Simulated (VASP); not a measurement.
All values below come from LDA (Ceperley-Alder, Perdew-Zunger), VASP's LDA PAW potentials (set 64) (plane waves; VASP).

Input for VASP

INCAR:
```
SYSTEM = ZrC
PREC = Accurate
ENCUT = 520
EDIFF = 1E-6
NELM = 100
ALGO = Normal
LREAL = .FALSE.
LASPH = .TRUE.
ISMEAR = 1
SIGMA = 0.1
LMAXMIX = 4
LWAVE = .FALSE.
LCHARG = .FALSE.
IBRION = 2
ISIF = 3
NSW = 60
EDIFFG = -0.01
```

File POSCAR:
```
ZrC
1
    0.0000000000     2.3500000000     2.3500000000
    2.3500000000     0.0000000000     2.3500000000
    2.3500000000     2.3500000000     0.0000000000
Zr C
1 1
Direct
  0.0000000000   0.0000000000   0.0000000000
  0.5000000000   0.5000000000   0.5000000000
```

**KPOINTS**
```
Automatic
0
Gamma
  12 12 12
0 0 0
```

POTCAR, in this order: Zr_sv C (LDA.64 set). Program: vasp_std.

Output

OSZICAR:
```
       N       E                     dE             d eps       ncg     rms          rms(c)
DAV:   1     0.109577974145E+03    0.10958E+03   -0.90002E+03  1728   0.135E+03
DAV:   2    -0.187696467347E+02   -0.12835E+03   -0.12092E+03  2020   0.336E+02
DAV:   3    -0.245165258845E+02   -0.57469E+01   -0.56153E+01  2520   0.643E+01
DAV:   4    -0.247268061199E+02   -0.21028E+00   -0.21016E+00  2248   0.118E+01
DAV:   5    -0.247321607279E+02   -0.53546E-02   -0.53543E-02  2472   0.159E+00    0.214E+01
DAV:   6    -0.214631876130E+02    0.32690E+01   -0.16889E+01  1940   0.283E+01    0.827E+00
DAV:   7    -0.212809211531E+02    0.18227E+00   -0.87353E-01  2000   0.757E+00    0.613E+00
DAV:   8    -0.212595805834E+02    0.21341E-01   -0.16974E-01  1852   0.339E+00    0.153E+00
DAV:   9    -0.212543990074E+02    0.51816E-02   -0.36031E-02  2032   0.122E+00    0.475E-01
DAV:  10    -0.212543341764E+02    0.64831E-04   -0.20757E-03  2060   0.559E-01    0.340E-01
DAV:  11    -0.212541606573E+02    0.17352E-03   -0.67603E-04  1912   0.205E-01    0.182E-02
DAV:  12    -0.212541599710E+02    0.68634E-06   -0.93630E-06  2460   0.351E-02
   1 F= -.21254160E+02 E0= -.21254025E+02  d E =-.212542E+02
       N       E                     dE             d eps       ncg     rms          rms(c)
DAV:   1    -0.221056459449E+02   -0.85149E+00   -0.30642E+01  1748   0.646E+01    0.136E+01
DAV:   2    -0.213002178075E+02    0.80543E+00   -0.16467E+00  1736   0.166E+01    0.381E+00
DAV:   3    -0.211697603117E+02    0.13046E+00   -0.10007E+00  2452   0.860E+00    0.183E+00
DAV:   4    -0.211896369084E+02   -0.19877E-01   -0.17809E-02  2012   0.139E+00    0.874E-01
DAV:   5    -0.212035702286E+02   -0.13933E-01   -0.28165E-02  2480   0.104E+00    0.402E-01
DAV:   6    -0.212054746260E+02   -0.19044E-02   -0.18374E-03  2768   0.348E-01    0.104E-01
DAV:   7    -0.212055622763E+02   -0.87650E-04   -0.84294E-05  1956   0.102E-01    0.458E-02
DAV:   8    -0.212055715600E+02   -0.92837E-05   -0.17379E-05  2072   0.566E-02    0.666E-03
DAV:   9    -0.212055726297E+02   -0.10697E-05   -0.14028E-06  1040   0.154E-02    0.316E-03
DAV:  10    -0.212055725413E+02    0.88431E-07   -0.41702E-07   976   0.677E-03
   2 F= -.21205573E+02 E0= -.21205378E+02  d E =0.485874E-01
       N       E                     dE             d eps       ncg     rms          rms(c)
DAV:   1    -0.215961448127E+02   -0.39057E+00   -0.11880E+01  1752   0.417E+01    0.804E+00
DAV:   2    -0.213318498707E+02    0.26429E+00   -0.91889E-01  1792   0.118E+01    0.249E+00
DAV:   3    -0.212639926286E+02    0.67857E-01   -0.28858E-01  2444   0.479E+00    0.740E-01
DAV:   4    -0.212704396135E+02   -0.64470E-02   -0.10470E-02  2588   0.828E-01    0.594E-01
DAV:   5    -0.212755770734E+02   -0.51375E-02   -0.39306E-03  2804   0.406E-01    0.148E-01
DAV:   6    -0.212768063143E+02   -0.12292E-02   -0.25668E-03  2748   0.357E-01    0.557E-02
DAV:   7    -0.212768349011E+02   -0.28587E-04   -0.36396E-05  2044   0.711E-02    0.296E-02
DAV:   8    -0.212768422342E+02   -0.73331E-05   -0.20144E-05  2448   0.531E-02    0.959E-03
DAV:   9    -0.212768424893E+02   -0.25515E-06   -0.90285E-07  1108   0.123E-02
   3 F= -.21276842E+02 E0= -.21276681E+02  d E =-.226825E-01
       N       E                     dE             d eps       ncg     rms          rms(c)
DAV:   1    -0.212768943584E+02   -0.52124E-04   -0.15824E-03  1752   0.470E-01    0.921E-02
DAV:   2    -0.212768559123E+02    0.38446E-04   -0.10705E-04  1780   0.131E-01    0.268E-02
DAV:   3    -0.212768481247E+02    0.77875E-05   -0.40198E-05  2472   0.557E-02    0.985E-03
DAV:   4    -0.212768490183E+02   -0.89360E-06   -0.93883E-07  1388   0.902E-03
   4 F= -.21276849E+02 E0= -.21276688E+02  d E =-.226890E-01
```

OUTCAR:
```
------------------------ aborting loop because EDIFF is reached ----------------------------------------
  FORCE on cell =-STRESS in cart. coord.  units (eV):
  Direction    XX          YY          ZZ          XY          YZ          ZX
  --------------------------------------------------------------------------------------
  Total       -0.0049641     -0.0049641     -0.0049641      0.0000000      0.0000000      0.0000000
  in kB       -0.3172972     -0.3172972     -0.3172972      0.0000000      0.0000000      0.0000000
  external PRESSURE =      -0.3172972 kB  Pullay stress =       0.0000000 kB
  volume of cell :       25.07
      direct lattice vectors                 reciprocal lattice vectors
     0.000000000  2.322840577  2.322840577    -0.215253688  0.215253688  0.215253688
     2.322840577  0.000000000  2.322840577     0.215253688 -0.215253688  0.215253688
     2.322840577  2.322840577  0.000000000     0.215253688  0.215253688 -0.215253688
 POSITION                                       TOTAL-FORCE (eV/Angst)
 -----------------------------------------------------------------------------------
      2.32284      0.00000      2.32284        -0.000000      0.000000     -0.000000
      2.32284      2.32284      2.32284         0.000000     -0.000000      0.000000
 -----------------------------------------------------------------------------------
    total drift:                                0.000000      0.000000      0.000000
  FREE ENERGIE OF THE ION-ELECTRON SYSTEM (eV)
  ---------------------------------------------------
  free  energy   TOTEN  =       -21.2768490183 eV

  energy  without entropy=      -21.2763646955  energy(sigma->0) =      -21.27668758

 reached required accuracy - stopping structural energy minimisation
```
(Selected blocks of OUTCAR.)

### CONTCAR
```
ZrC
   1.00000000000000
     0.0000000000000000    2.3228405767532139    2.3228405767532139
     2.3228405767532139    0.0000000000000000    2.3228405767532139
     2.3228405767532139    2.3228405767532139    0.0000000000000000
  Zr              C
     1     1
Direct
     0.0000000000000000    1.0000000000000000    0.0000000000000000
     0.5000000000000000    0.5000000000000000    0.5000000000000000
```

Energy and stress use the plane-wave basis of the starting cell.

The compound is ZrC in the rock salt structure. This run relaxes it. Symmetry was kept, so distortions that lower it aren't found.
